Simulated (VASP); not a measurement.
# Ca2Pb5 (a cell with a defect) in VASP: further runs

The runs below take Ca2Pb5 (a cell with a defect) through single point, with PBEsol.

Everything below comes from runs of VASP 6.6.1. Logs are shortened: lines on timing, memory, paths and dates and some standing lists are left out, and cuts for length are marked.

### Step 1. The structure

The cell holds a defect, 7 atoms: a = 4.856 Å, b = 4.856 Å, c = 9.712 Å, α = 90.00°, β = 90.00°, γ = 90.00°.

### Step 2. Single point, PBEsol

Input file INCAR:

```
ALGO = Fast
EDIFF = 1E-6
ENCUT = 520
GGA = PS
ISIF = 2
ISMEAR = 1
LASPH = True
LCHARG = False
LREAL = False
LWAVE = False
NBANDS = 54
NELM = 100
PREC = Accurate
SIGMA = 0.15
```

Input file KPOINTS:

```
k-points
0
Gamma
  3 3 2
```

Input file POSCAR:

```
Ca2Pb5
1.0
    4.8560217700      0.0000000000      0.0000000000
    0.0000000000      4.8560217700      0.0000000000
    0.0000000000      0.0000000000      9.7120435400
Ca Pb
2 5
Direct
   -0.0003531698      0.0013607847     -0.0018816843
   -0.0004746684      0.0040590839      0.4999984792
    0.0009427470      0.5033021094      0.2567167239
    0.4996392345      0.0024398573      0.2567034414
    0.5000778652      0.5010694176     -0.0000664124
    0.0027170389      0.5026351025      0.7412947615
    0.4998595795      0.0020473549      0.7413102063
```

Potentials or basis: VASP PAW PBE potentials, release 64 (Ca_sv, Pb_d).

Command:

```
$ cat potpaw_PBE.64/Ca_sv/POTCAR potpaw_PBE.64/Pb_d/POTCAR > POTCAR
$ mpirun -np 1 vasp_std > vasp.out
```

OUTCAR:

```text
EDIFF = 1E-6
   ENCUT = 520
   GGA = PS
   ISIF = 2
   ISMEAR = 1
   LASPH = True
   LREAL = False
   NELM = 100
   PREC = Accurate

 ion  position               nearest neighbor table
   1  1.000  0.001  0.998-   5 3.43   5 3.43   5 3.43   5 3.44   6 3.48   7 3.48   7 3.48   6 3.49
                             3 3.49   4 3.49   4 3.49   3 3.50
   2  1.000  0.004  0.500-   6 3.37   7 3.37   7 3.38   6 3.38   3 3.39   4 3.39   4 3.39   3 3.39

   3  0.001  0.503  0.257-   2 3.39   2 3.39   4 3.43   4 3.43   4 3.44   4 3.44   5 3.48   5 3.48
                             1 3.49   1 3.50
   4  0.500  0.002  0.257-   2 3.39   2 3.39   3 3.43   3 3.43   3 3.44   3 3.44   5 3.48   5 3.49
                             1 3.49   1 3.49
   5  0.500  0.501  1.000-   1 3.43   1 3.43   1 3.43   1 3.44   4 3.48   3 3.48   3 3.48   6 3.48
                             4 3.49   7 3.49   7 3.50   6 3.50
   6  0.003  0.503  0.741-   2 3.37   2 3.38   7 3.42   7 3.43   7 3.44   7 3.45   1 3.48   5 3.48
                             1 3.49   5 3.50
   7  0.500  0.002  0.741-   2 3.37   2 3.38   6 3.42   6 3.43   6 3.44   6 3.45   1 3.48   1 3.48
                             5 3.49   5 3.50

  LATTYP: Found a simple tetragonal cell.
 ALAT       =     4.8560217700
 C/A-ratio  =     2.0000000000

  Lattice vectors:

 A1 = (   4.8560217700,   0.0000000000,   0.0000000000)
 A2 = (   0.0000000000,   4.8560217700,   0.0000000000)
 A3 = (   0.0000000000,   0.0000000000,   9.7120435400)

Analysis of symmetry for initial positions (statically):
=====================================================================
 Subroutine PRICEL returns:
 Original cell was already a primitive cell.

 Routine SETGRP: Setting up the symmetry group for a
 simple tetragonal supercell.

 Subroutine GETGRP returns: Found  1 space group operations
 (whereof  1 operations were pure point group operations)
 out of a pool of 16 trial point group operations.

The static configuration has the point symmetry C_1 .

Analysis of symmetry for dynamics (positions and initial velocities):
=====================================================================
 Subroutine PRICEL returns:
 Original cell was already a primitive cell.

 Routine SETGRP: Setting up the symmetry group for a
 simple tetragonal supercell.

 Subroutine GETGRP returns: Found  1 space group operations
 (whereof  1 operations were pure point group operations)
 out of a pool of 16 trial point group operations.

The dynamic configuration has the point symmetry C_1 .

 Subroutine INISYM returns: Found  1 space group operations
 (whereof  1 operations are pure point group operations),
 and found     1 'primitive' translations

----------------------------------------------------------------------------------------

                                     Primitive cell

  volume of cell :     229.0192

  direct lattice vectors                    reciprocal lattice vectors
     4.856021770  0.000000000  0.000000000     0.205929884  0.000000000  0.000000000
     0.000000000  4.856021770  0.000000000     0.000000000  0.205929884  0.000000000
     0.000000000  0.000000000  9.712043540     0.000000000  0.000000000  0.102964942

  length of vectors
     4.856021770  4.856021770  9.712043540     0.205929884  0.205929884  0.102964942

  position of ions in fractional coordinates (direct lattice)
     0.999646830  0.001360785  0.998118316
     0.999525332  0.004059084  0.499998479
     0.000942747  0.503302109  0.256716724
     0.499639235  0.002439857  0.256703441
     0.500077865  0.501069418  0.999933588
     0.002717039  0.502635103  0.741294762
     0.499859579  0.002047355  0.741310206

  ion indices of the primitive-cell ions
   primitive index   ion index
                 1           1
                 2           2
                 3           3
                 4           4
                 5           5
                 6           6
                 7           7

----------------------------------------------------------------------------------------

 KPOINTS: k-points

Automatic generation of k-mesh.
 Grid dimensions read from file:
 generate k-points for:    3    3    2

 Generating k-lattice:

  Cartesian coordinates                     Fractional coordinates (reciprocal lattice)
     0.068643295  0.000000000  0.000000000     0.333333333  0.000000000  0.000000000
     0.000000000  0.068643295  0.000000000     0.000000000  0.333333333  0.000000000
     0.000000000  0.000000000  0.051482471     0.000000000  0.000000000  0.500000000

  Length of vectors
     0.068643295  0.068643295  0.051482471

  Shift w.r.t. Gamma in fractional coordinates (k-lattice)
     0.000000000  0.000000000  0.000000000

 Subroutine IBZKPT returns following result:
 ===========================================

 Found     10 irreducible k-points:

 Following reciprocal coordinates:
            Coordinates               Weight
  0.000000  0.000000  0.000000      1.000000
  0.333333  0.000000  0.000000      2.000000
  0.000000  0.333333  0.000000      2.000000
  0.333333  0.333333  0.000000      2.000000
 -0.333333  0.333333  0.000000      2.000000
  0.000000  0.000000  0.500000      1.000000
  0.333333  0.000000  0.500000      2.000000
  0.000000  0.333333  0.500000      2.000000
  0.333333  0.333333  0.500000      2.000000
 -0.333333  0.333333  0.500000      2.000000
   k-points           NKPTS =     10   k-points in BZ     NKDIM =     10   number of bands    NBANDS=     54
   number of dos      NEDOS =    301   number of ions     NIONS =      7
   total plane-waves  NPLWV =  93312
   dimension x,y,z NGX =    36 NGY =   36 NGZ =   72
   dimension x,y,z NGXF=    72 NGYF=   72 NGZF=  144
   ions per type =               2   5
   NGX,Y,Z   is equivalent  to a cutoff of  12.32, 12.32, 12.32 a.u.
   NGXF,Y,Z  is equivalent  to a cutoff of  24.65, 24.65, 24.65 a.u.
 SYSTEM =  unknown system
   PREC   = accura    normal or accurate (medium, high low for compatibility)
   ISTART =      0    job   : 0-new  1-cont  2-samecut
   ICHARG =      2    charge: 1-file 2-atom 10-const
   ISPIN  =      1    spin polarized calculation?
   LNONCOLLINEAR =      F non collinear calculations
   LSORBIT =      F    spin-orbit coupling
   LASPH  =      T    aspherical Exc in radial PAW
   ENCUT  =  520.0 eV  38.22 Ry    6.18 a.u.   9.03  9.03 18.06*2*pi/ulx,y,z
   NELM   =    100;   NELMIN=  2; NELMDL= -5     # of ELM steps
   EDIFF  = 0.1E-05   stopping-criterion for ELM
   LREAL  =      F    real-space projection
   EDIFFG = 0.1E-04   stopping-criterion for IOM
   NSW    =      0    number of steps for IOM
   IBRION =     -1    ionic relax: 0-MD 1-quasi-New 2-CG
   NFREE  =      0    steps in history (QN), initial steepest desc. (CG)
   ISIF   =      2    stress and relaxation
   ISYM   =      2    0-nonsym 1-usesym 2-fastsym
   POTIM  = 0.5000    time-step for ionic-motion
   TEBEG  =    0.0;   TEEND  =   0.0 temperature during run
   PSTRESS=    0.0 pullay stress
   NELECT =      90.0000    total number of electrons
   NUPDOWN=      -1.0000    fix difference up-down
   EMIN   =  10.00;   EMAX   =-10.00  energy-range for DOS
   EFERMI =   0.00;   METHOD = LEGACY
   ISMEAR =     1;   SIGMA  =   0.15  broadening in eV -4-tet -1-fermi 0-gaus
   EFERMI_NEDOS =   21; number of points for ismear=-14 and -15
   IALGO  =     68    algorithm
   IMIX   =      4    mixing-type and parameters
     AMIX     =   0.40;   BMIX     =  1.00
     AMIX_MAG =   1.60;   BMIX_MAG =  1.00
  volume/ion in A,a.u.               =      32.72       220.79
  Fermi-wavevector in a.u.,A,eV,Ry     =   1.199127  2.266021 19.563880  1.437905
  Thomas-Fermi vector in A             =   2.334997
   LORBIT       =      0    0 simple, 1 ext, 2 COOP (PROOUT), +10 PAW based schemes
   GGA     = PS    functional components
   LHFCALC =     F    Hartree Fock is set to
   AEXX    =    0.0000 exact exchange contribution
   IVDW    =     0    specifies the selected vdW correction
   LEPSILON=     F    determine dielectric tensor
   LRPA    =     F    only Hartree local field effects (RPA)
 non-spin polarized calculation
 RMM-DIIS sequential band-by-band and
 Methfessel and Paxton  Order N= 1 SIGMA  =   0.15
  energy-cutoff  :      520.00
  volume of cell :      229.02
 maximum number of plane-waves:      6182
   NGX = 19   NGY = 19   NGZ = 37

 number of electron      90.0000027 magnetization

 Free energy of the ion-electron system (eV)
  ---------------------------------------------------
  ext. energy  EPLUGINS =         0.00000000
  ---------------------------------------------------
  free energy    TOTEN  =       -26.39661562 eV

  energy without entropy =      -26.39533436  energy(sigma->0) =      -26.39618853

 E-fermi :   4.8097     XC(G=0):  -9.4928

 val. band max:        4.7999713768   @ k =   0.0000   0.3333   0.0000
 cond. band min:       5.3784679931   @ k =   0.3333   0.3333   0.0000
 fundamental gap:      0.5784966163
 Fermi energy:         4.8097318174

 k-point     1 :       0.0000    0.0000    0.0000
  band No.  band energies     occupation
      1     -36.4070      2.00000
      2     -36.0959      2.00000
      3     -17.4984      2.00000
      4     -17.4962      2.00000
      5     -17.4962      2.00000
      6     -17.2106      2.00000
[... 46 lines left out ...]
     53       7.9347      0.00000
     54       8.1020      0.00000

 k-point     2 :       0.3333    0.0000    0.0000
  band No.  band energies     occupation
      1     -36.4068      2.00000
      2     -36.0957      2.00000
      3     -17.5019      2.00000
      4     -17.4977      2.00000
      5     -17.4959      2.00000
      6     -17.2199      2.00000
[... 46 lines left out ...]
     53       7.8769      0.00000
     54       7.9716      0.00000
[... 397 lines left out ...]
     53       8.2944      0.00000
     54       8.4517      0.00000

 k-point    10 :      -0.3333    0.3333    0.5000
  band No.  band energies     occupation
      1     -36.4067      2.00000
      2     -36.0955      2.00000
      3     -17.5015      2.00000
      4     -17.5014      2.00000
      5     -17.4970      2.00000
      6     -17.2192      2.00000
[... 46 lines left out ...]
     53       8.2881      0.00000
     54       8.3323      0.00000

------------------------ aborting loop because EDIFF is reached ----------------------------------------

  FORCE on cell =-STRESS in cart. coord.  units (eV):
  Direction    XX          YY          ZZ          XY          YZ          ZX
  --------------------------------------------------------------------------------------
  -------------------------------------------------------------------------------------
  Total       -3.0528475     -3.0517955     -3.2284719      0.0007519      0.0005893      0.0161825
  in kB      -21.3571755    -21.3498162    -22.5858128      0.0052601      0.0041228      0.1132102
  external PRESSURE =     -21.7642682 kB  Pullay stress =       0.0000000 kB

 VOLUME and BASIS-vectors are now :
 -----------------------------------------------------------------------------
  energy-cutoff  :      520.00
  volume of cell :      229.02
      direct lattice vectors                 reciprocal lattice vectors
     4.856021770  0.000000000  0.000000000     0.205929884  0.000000000  0.000000000
     0.000000000  4.856021770  0.000000000     0.000000000  0.205929884  0.000000000
     0.000000000  0.000000000  9.712043540     0.000000000  0.000000000  0.102964942

 POSITION                                       TOTAL-FORCE (eV/Angst)
 -----------------------------------------------------------------------------------
      4.85431      0.00661      9.69377         0.003077      0.005739      0.011551
      4.85372      0.01971      4.85601         0.000950     -0.007001     -0.016426
      0.00458      2.44405      2.49324        -0.000955     -0.005853     -0.006239
      2.42626      0.01185      2.49311         0.001973     -0.000490     -0.005992
      2.42839      2.43320      9.71140         0.000410      0.006687     -0.008635
      0.01319      2.44081      7.19949        -0.009503      0.000853      0.012966
      2.42733      0.00994      7.19964         0.004048      0.000065      0.012777
 -----------------------------------------------------------------------------------
    total drift:                               -0.000354     -0.001381      0.000638

  FREE ENERGIE OF THE ION-ELECTRON SYSTEM (eV)
  ---------------------------------------------------
  free  energy   TOTEN  =       -26.3966156216 eV

  energy  without entropy=      -26.3953343565  energy(sigma->0) =      -26.39618853
```

It took 3.8 min on 1 thread of Intel Xeon Platinum 8488C (Sapphire Rapids), shared host; peak memory 0.34 GiB.

Results:

* Free energy: -26.3966 eV
* Pressure: -2.2 GPa
* Largest force: 0.018 eV/Å
* Band gap on the k mesh: none (metal or under the smearing width)

Forces in eV/Å, atoms in the order of the input:
```
Ca   0.003  0.006  0.012
Ca   0.001 -0.007 -0.016
Pb  -0.001 -0.006 -0.006
Pb   0.002  0.000 -0.006
Pb   0.000  0.007 -0.009
Pb  -0.010  0.001  0.013
Pb   0.004  0.000  0.013
```

Caveat: the k mesh is coarse (spacing up to 0.43 Å⁻¹), so the values aren't converged; the PAW data sets were made with another functional, which shifts forces and pressure a little. Spin-orbit coupling is left out, which matters for the levels of Pb.

### Step 3. Single point, PBEsol

Input file INCAR:

```
PREC = Accurate
ENCUT = 520
EDIFF = 1E-6
ISMEAR = 1
SIGMA = 0.15
LREAL = F
LASPH = T
NELM = 60
ALGO = Fast
ISIF = 2
LWAVE = F
LCHARG = F
GGA = PS
NBANDS = 54
```

Input file KPOINTS:

```
Automatic mesh
0
Gamma
  3 3 2
```

Input file POSCAR:

```
Ca2Pb5
1.0
    4.8560217700      0.0000000000      0.0000000000
    0.0000000000      4.8560217700      0.0000000000
    0.0000000000      0.0000000000      9.7120435400
Ca Pb
2 5
Direct
   -0.0033653062     -0.0004499568      0.0083326439
   -0.0184741758      0.0032316577      0.5030464474
    0.1045707833      0.5032718377      0.2811429941
    0.5269416245      0.0038756004      0.2568775551
    0.4944724537      0.4999322728     -0.0054999753
   -0.0031653482      0.5014602725      0.7440439255
    0.4838495607      0.0040106904      0.7469410501
```

Potentials or basis: VASP PAW PBE potentials, release 64 (Ca_sv, Pb_d).

Command:

```
$ cat potpaw_PBE.64/Ca_sv/POTCAR potpaw_PBE.64/Pb_d/POTCAR > POTCAR
$ mpirun -np 1 vasp_std > vasp.out
```

Wall time 3.7 min (1 thread of Intel Xeon Platinum 8488C (Sapphire Rapids), shared host); peak memory 0.34 GiB.

Results (log left out):

| Quantity | Value |
| --- | --- |
| Free energy | -26.2810 eV |
| Pressure | -1.9 GPa |
| Largest force | 0.335 eV/Å |
| Band gap on the k mesh | none (metal or under the smearing width) |

Forces in eV/Å, atoms in the order of the input:
```
Ca   0.047  0.011  0.045
Ca   0.104 -0.004  0.021
Pb  -0.259 -0.005 -0.212
Pb  -0.051 -0.005  0.055
Pb   0.056  0.008  0.040
Pb   0.072  0.009  0.021
Pb   0.030 -0.014  0.029
```

Stress tensor (GPa, compression positive):
```
-2.03 -0.02 -0.30
-0.02 -1.29  0.02
-0.30  0.02 -2.27
```

Levels at points of the mesh, in eV from the Fermi level:
| k point | band 41 | band 42 | band 43 | band 44 | band 45 | band 46 | band 47 | band 48 | band 49 | band 50 |
| --- | --- | --- | --- | --- | --- | --- | --- | --- | --- | --- |
| (0.00, 0.00, 0.00) | -1.60 | -1.49 | -1.28 | -1.10 | -0.10 | 1.35 | 1.41 | 2.10 | 2.41 | 2.59 |
| (0.00, 0.00, 0.50) | -1.63 | -1.20 | -1.07 | -0.23 | 0.67 | 0.80 | 1.17 | 1.33 | 1.46 | 2.91 |

Caveat: the k mesh is coarse (spacing up to 0.43 Å⁻¹), so the values aren't converged; the PAW data sets were made with another functional, which shifts forces and pressure a little. The run has no spin-orbit coupling, so splittings on Pb are missing.

### Step 4. Single point, PBEsol

Input file INCAR:

```
SYSTEM = Ca2Pb5
ALGO = Fast
EDIFF = 1E-6
ENCUT = 520
GGA = PS
ISIF = 2
ISMEAR = 1
LASPH = .True.
LCHARG = .False.
LREAL = .False.
LWAVE = .False.
NBANDS = 54
NELM = 60
PREC = Accurate
SIGMA = 0.15
```

Input file KPOINTS:

```
k-points
0
Gamma
  3 3 2
  0 0 0
```

Input file POSCAR:

```
Ca2Pb5
1.0
    4.8560217700      0.0000000000      0.0000000000
    0.0000000000      4.8560217700      0.0000000000
    0.0000000000      0.0000000000      9.7120435400
Ca Pb
2 5
Direct
    0.0012464936     -0.0027396912      0.0118983198
   -0.0379221941      0.0039231702      0.5047051097
    0.1913607566      0.5036157406      0.3218990923
    0.5467652588      0.0050162460      0.2516778256
    0.4907020835      0.4982739194     -0.0087151586
   -0.0032320695      0.5003297174      0.7459837850
    0.4783300220      0.0053313188      0.7482447922
```

Command:

```
$ cat potpaw_PBE.64/Ca_sv/POTCAR potpaw_PBE.64/Pb_d/POTCAR > POTCAR
$ mpirun -np 1 vasp_std > vasp.out
```

Wall time 3.6 min (1 thread of Intel Xeon Platinum 8488C (Sapphire Rapids), shared host); peak memory 0.34 GiB.

It converged, with:

```
Free energy            : -26.0070 eV
Pressure               : -1.3 GPa
Largest force          : 0.549 eV/Å
Band gap on the k mesh : none (metal or under the smearing width)
```

Forces in eV/Å, atoms in the order of the input:
```
Ca   0.095  0.010  0.073
Ca   0.071 -0.016  0.090
Pb  -0.350  0.015 -0.423
Pb   0.052 -0.016  0.108
Pb   0.068  0.011  0.089
Pb   0.078  0.024  0.016
Pb  -0.014 -0.028  0.047
```

Stress tensor (GPa, compression positive):
```
-1.55 -0.04 -0.39
-0.04 -0.19  0.05
-0.39  0.05 -2.30
```

Levels at points of the mesh, in eV from the Fermi level:
```
           k point  band 43  band 44  band 45  band 46  band 47  band 48
(0.00, 0.00, 0.00)    -1.52    -1.00    -0.27     0.84     0.98     1.46
(0.00, 0.00, 0.50)    -1.02    -0.37     0.34     0.63     0.84     1.08
```

Caveat: the k mesh is coarse (spacing up to 0.43 Å⁻¹), so the values aren't converged; the PAW data sets were made with another functional, which shifts forces and pressure a little. Spin-orbit coupling is left out, which matters for the levels of Pb.

### Step 5. Single point, PBEsol

Input file INCAR:

```
ALGO     = Fast           # electronic algorithm
EDIFF    = 1E-6           # SCF threshold, eV
ENCUT    = 520            # plane-wave cutoff, eV
GGA      = PS             # functional
ISIF     = 2              # what is computed and relaxed
ISMEAR   = 1              # smearing method
LASPH    = True           # aspherical terms in the spheres
LCHARG   = False          # write CHGCAR
LREAL    = False          # projectors in reciprocal space
LWAVE    = False          # write WAVECAR
NBANDS   = 54             # bands
NELM     = 80             # most SCF steps
PREC     = Accurate       # precision mode
SIGMA    = 0.15           # smearing width, eV
```

Input file KPOINTS:

```
k-points
0
Gamma
  3 3 2
```

Input file POSCAR:

```
Ca2Pb5
1.0
    4.8560217700      0.0000000000      0.0000000000
    0.0000000000      4.8560217700      0.0000000000
    0.0000000000      0.0000000000      9.7120435400
Ca Pb
2 5
Direct
    0.0146475867     -0.0031917073      0.0141941291
   -0.0558932832      0.0031939725      0.5032052194
    0.2673993366      0.5048315506      0.3698229920
    0.5452903890      0.0057036400      0.2425278460
    0.5010875394      0.4982214073     -0.0116856972
   -0.0012386683      0.4988002762      0.7496963919
    0.4783786214      0.0046097405      0.7487418039
```

Command:

```
$ cat potpaw_PBE.64/Ca_sv/POTCAR potpaw_PBE.64/Pb_d/POTCAR > POTCAR
$ mpirun -np 1 vasp_std > vasp.out
```

It took 3.5 min on 1 thread of Intel Xeon Platinum 8488C (Sapphire Rapids), shared host; peak memory 0.35 GiB.

It converged, with:

```yaml
Free_energy: -25.7888 eV
Pressure: -1.2 GPa
Largest_force: 0.035 eV/Å
Band_gap_on_the_k_mesh: none (metal or under the smearing width)
```

Forces in eV/Å, atoms in the order of the input:
```
Ca  -0.004  0.005  0.017
Ca   0.009  0.006 -0.002
Pb  -0.005 -0.013 -0.007
Pb   0.016 -0.004 -0.028
Pb   0.005  0.007  0.027
Pb   0.009  0.018 -0.007
Pb  -0.031 -0.017 -0.001
```

Stress tensor (GPa, compression positive):
```
-1.93 -0.04 -0.84
-0.04 -0.55  0.07
-0.84  0.07 -1.08
```

Levels at points of the mesh, in eV from the Fermi level:
```
           k point  band 42  band 43  band 44  band 45  band 46  band 47  band 48  band 49
(0.00, 0.00, 0.00)    -1.41    -1.36    -0.71    -0.06     0.59     0.74     1.06     1.54
(0.00, 0.00, 0.50)    -1.51    -0.82    -0.36     0.16     0.73     0.80     0.97     1.20
```

Caveat: the k mesh is coarse (spacing up to 0.43 Å⁻¹), so the values aren't converged; the PAW data sets were made with another functional, which shifts forces and pressure a little. Spin-orbit coupling is left out, which matters for the levels of Pb.
